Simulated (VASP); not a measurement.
An input for Quantum ESPRESSO's pw.x (written as the equivalent of a VASP run, and not itself run):

```
&CONTROL
  calculation = 'vc-relax'
  pseudo_dir = './pseudo'
  outdir = './out'
  tprnfor = .true.
  tstress = .true.
  nstep = 30
  forc_conv_thr = 0.00039
/
&SYSTEM
  ibrav = 0
  nat = 4
  ntyp = 2
  ecutwfc = 102
  occupations = 'smearing'
  smearing = 'gaussian'
  degauss = 0.003675
  input_dft = 'pz'
/
&ELECTRONS
  conv_thr = 7.3e-09
  electron_maxstep = 100
/
&IONS
/
&CELL
  cell_dofree = 'shape'
/
ATOMIC_SPECIES
  Cd 112.414 Cd.upf
  S 32.060 S.upf
CELL_PARAMETERS angstrom
     2.0027496   -3.4688640    0.0000000
     2.0027496    3.4688640    0.0000000
     0.0000000    0.0000000    6.5061998
ATOMIC_POSITIONS crystal
  Cd   0.6666670  0.3333330  0.5000097
  Cd   0.3333330  0.6666670  0.0000097
  S    0.6666670  0.3333330  0.8769903
  S    0.3333330  0.6666670  0.3769903
K_POINTS automatic
  6 6 4 0 0 0
```

Problem. Translate this input to VASP (INCAR, KPOINTS, POSCAR, choice of POTCAR).

Solution. One answer among several that fit: 
### KPOINTS
```
Automatic mesh
0
Gamma
6 6 4
0 0 0
```

**INCAR**
```
# general
SYSTEM =CdS
PREC   =Accurate
ENCUT  =520   # plane-wave cut-off (eV)
LREAL  =.FALSE.   # projection in real space or not
LASPH  =.TRUE.   # aspherical one-centre terms

# electronic loop
EDIFF  =1E-7   # SCF stop (eV)
NELM   =100
ALGO   =Normal
LMAXMIX=4   # l cut-off of mixed one-centre charges

# smearing
ISMEAR =0   # Gaussian
SIGMA  =0.05   # width (eV)

# ions
IBRION =2
NSW    =30
ISIF   =4
EDIFFG =-0.01

# output
LWAVE  =.FALSE.
LCHARG =.FALSE.
```

### POSCAR
```
CdS
1.0
  2.0027496362  -3.4688639628   0.0000000000
  2.0027496362   3.4688639628   0.0000000000
  0.0000000000   0.0000000000   6.5061997660
Cd S
2 2
Cart
  2.0027496362  -1.1562903002   3.2531629001
  2.0027496362   1.1562903002   0.0000630171
  2.0027496362  -1.1562903002   5.7058741777
  2.0027496362   1.1562903002   2.4527742947
```

POTCAR, in this order: Cd S (LDA.64 set). Program: vasp_std.

What does not carry over: the potentials are each code's own (VASP's PAW set, PseudoDojo norm-conserving files in pw.x), so ENCUT and ecutwfc are chosen apart and not converted; conv_thr bounds pw.x's estimated SCF error, while EDIFF bounds the energy change between steps; forc_conv_thr acts on force components and is met together with etot_conv_thr.

The compound is CdS in the wurtzite structure. This cell is one point of a volume scan, at 0.94 of the reference volume. Symmetry was kept, so distortions that lower it aren't found.
